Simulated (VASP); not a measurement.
An input for Ansatz (written as the equivalent of a VASP run, and not itself run):

Ansatz 0.2 input:
```yaml
crystal:
  lattice:
    - [3.3364247, 0.0000000, 0.0000000]
    - [0.0000000, 3.3364247, 0.0000000]
    - [0.0000000, 0.0000000, 3.3364247]
  atoms:
    - { symbol: Hf, position: [0.0000000, 0.0000000, 0.0000000] }
    - { symbol: As, position: [0.5000000, 0.5000000, 0.5000000] }
kpoints:
  mp_grid: { grid: [10, 10, 10] }
hamiltonian:
  xc: pbe
  pseudopotentials: { kind: paw }
scf:
  occupations: { method: methfessel_paxton, width: 0.1 }
  max_iter: 100
relax:
  max_steps: 60
  f_tol: 0.01
  cell: {}
output: { forces: true, stress: true, eigenvalues: true }
```

Problem. Write the VASP files for the same calculation (PBE).

Solution. Several could match; the one computed here: 
**INCAR**
```
! general
SYSTEM   =  HfAs
PREC     =  Accurate
ENCUT    =  400   ! plane-wave cut-off (eV)
LREAL    =  F   ! projection in real space or not
LASPH    =  T   ! aspherical one-centre terms

! electronic loop
EDIFF    =  1E-6   ! SCF stop (eV)
NELM     =  100   ! most electronic steps
ALGO     =  Normal   ! blocked Davidson
LMAXMIX  =  6   ! l cut-off of mixed one-centre charges

! smearing
ISMEAR   =  1   ! Methfessel-Paxton
SIGMA    =  0.1   ! width (eV)

! functional
GGA      =  PE

! ions
IBRION   =  2   ! conjugate gradients
NSW      =  60   ! most ionic steps
ISIF     =  3   ! ions, shape and volume
EDIFFG   =  -0.01   ! ionic stop

! output
LWAVE    =  F
LCHARG   =  F
```

File POSCAR:
```
HfAs
1
    3.3364247360     0.0000000000    -0.0000000000
    0.0000000000     3.3364247360     0.0000000000
   -0.0000000000    -0.0000000000     3.3364247360
Hf As
1 1
Direct
  0.0000000000   0.0000000000   0.0000000000
  0.5000000000   0.5000000000   0.5000000000
```

KPOINTS:
```
Regular mesh
0
gamma
  10 10 10
```

POTCAR, in this order: Hf_pv As (PBE.64 set). Program: vasp_std.

The two are equivalent in intent, not identical: each code has its own PAW files, so the cut-off isn't converted (ENCUT is set for VASP's; basis.ecutwfc is left out, and Ansatz then takes the one that its files recommend); Ansatz stops its SCF on the density residual and VASP on the energy change (EDIFF).

The structure was generated: HfAs was put into the CsCl type type (Pm-3m), which need not be its known phase. This run relaxes it. Symmetry was kept, so distortions that lower it aren't found. The start is the result of an earlier pass.
